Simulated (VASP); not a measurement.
Input:

```
CELL_PARAMETERS angstrom
      5.60979     0.00000     0.00000
      0.00000     5.60979     0.00000
      0.00000     0.00000    20.11695
ATOMIC_POSITIONS crystal
  Pt 0.25000 0.24851 0.35477
  Pt 0.75000 0.24948 0.35520
  Pt 0.25000 0.75149 0.35477
  Pt 0.75000 0.75052 0.35520
  Pt 0.00018 0.00000 0.45093
  Pt 0.49982 0.00000 0.45093
  Pt 0.00040 0.50000 0.45080
  Pt 0.49960 0.50000 0.45080
  Pt 0.25000 0.24724 0.54862
  Pt 0.75000 0.24686 0.54806
  Pt 0.25000 0.75276 0.54862
  Pt 0.75000 0.75314 0.54806
  Pt 0.98329 0.00000 0.64773
  Pt 0.51671 0.00000 0.64773
  Pt 0.00047 0.50000 0.64232
  Pt 0.49953 0.50000 0.64232
  F  0.25000 0.00000 0.72383
```

All values below come from PBE GGA, VASP's PBE PAW potentials (set 64) (plane waves; VASP). Run with PREC = Normal, 400 eV cut-off, 5×5×1 Γ-centred mesh, first-order Methfessel-Paxton smearing of 0.10 eV, potentials Pt F.

Unless said otherwise, spin-orbit coupling is left out, though it shifts the bands of the heavy elements here.

Question: Predict the energy per atom (σ→0), band gap (on the k-mesh) with the smallest direct gap where there is one.

Answer: 
band gap (on the k-mesh): none (metal, semimetal or under 0.01 eV)
energy per atom (σ→0): -535.3 kJ/mol of atoms

Total energies compare only between runs with the same potentials, cut-off and functional.

The cell is a thin slab with vacuum, built from Pt (fcc): (100) face, F adsorbed.
